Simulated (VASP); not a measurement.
A convergence study with VASP on TaCo3 (space group Pmm2): one setting is varied, all else stays as given below, so the limit is that of these other settings. The cell's lengths are 1 % over those of the tabulated start and one atom is moved, so it is off equilibrium.

```
Co3Ta
1.0
    3.57516     0.00000     0.00000
    0.00000     3.57516     0.00000
    0.00000     0.00000     3.57516
Ta Co
1 3
Direct
  0.00000   0.00000   0.00000
  0.00000   0.50000   0.50000
  0.50000   0.00000   0.50000
  0.51695   0.50000   0.00000
```

Method: PBEsol GGA, VASP's PBE PAW potentials (set 64) (plane waves; VASP 6.6.1). The tightest run used: 850 eV cut-off, 10×10×10 Γ-centred mesh, first-order Methfessel-Paxton smearing of 0.10 eV, potentials Ta_pv Co.

The settings run are ENCUT = 150; ENCUT = 200; ENCUT = 250; ENCUT = 300; ENCUT = 350; ENCUT = 400; ENCUT = 450; ENCUT = 500; ENCUT = 550; ENCUT = 600; ENCUT = 650; ENCUT = 700; ENCUT = 750; ENCUT = 800; ENCUT = 850. From which on does the energy per atom stay within 0.01 eV/atom of the tightest run?

From ENCUT = 300 on: it is off by 0.0081 there and by no more than 0.01 in any finer run, while ENCUT = 250 is off by 0.0146.
| setting | E (eV/atom) | pressure (GPa) | largest force (eV/Å) | plane waves | difference judged (eV/atom) |
|---|---|---|---|---|---|
| ENCUT = 150 | -6.3268 | -438.44 | 2.032 | 198 | 2.8831 |
| ENCUT = 200 | -8.8944 | -78.95 | 0.466 | 304 | 0.3154 |
| ENCUT = 250 | -9.1953 | -5.80 | 0.714 | 437 | 0.0146 |
| ENCUT = 300 | -9.2180 | 2.79 | 0.726 | 554 | 0.0081 |
| ENCUT = 350 | -9.2146 | 2.78 | 0.725 | 697 | 0.0048 |
| ENCUT = 400 | -9.2111 | 2.79 | 0.726 | 852 | 0.0012 |
| ENCUT = 450 | -9.2100 | 3.08 | 0.727 | 1021 | 0.0001 |
| ENCUT = 500 | -9.2098 | 3.19 | 0.727 | 1189 | 0.0000 |
| ENCUT = 550 | -9.2098 | 3.16 | 0.727 | 1357 | 0.0000 |
| ENCUT = 600 | -9.2098 | 3.12 | 0.727 | 1568 | 0.0000 |
| ENCUT = 650 | -9.2098 | 3.14 | 0.727 | 1751 | 0.0000 |
| ENCUT = 700 | -9.2099 | 3.18 | 0.727 | 1938 | 0.0000 |
| ENCUT = 750 | -9.2099 | 3.20 | 0.727 | 2176 | 0.0000 |
| ENCUT = 800 | -9.2099 | 3.20 | 0.727 | 2367 | 0.0000 |
| ENCUT = 850 | -9.2099 | 3.19 | 0.727 | 2596 | 0.0000 |

Left out are rungs that failed or repeat a setting and relaxations that didn't move; long series are thinned to 24 rows.

The structure comes from a computed database's TaCo3 entry (space group no. 221); how it stands against other phases isn't given here. The cell was not relaxed at this level, it is distorted from the ideal structure.
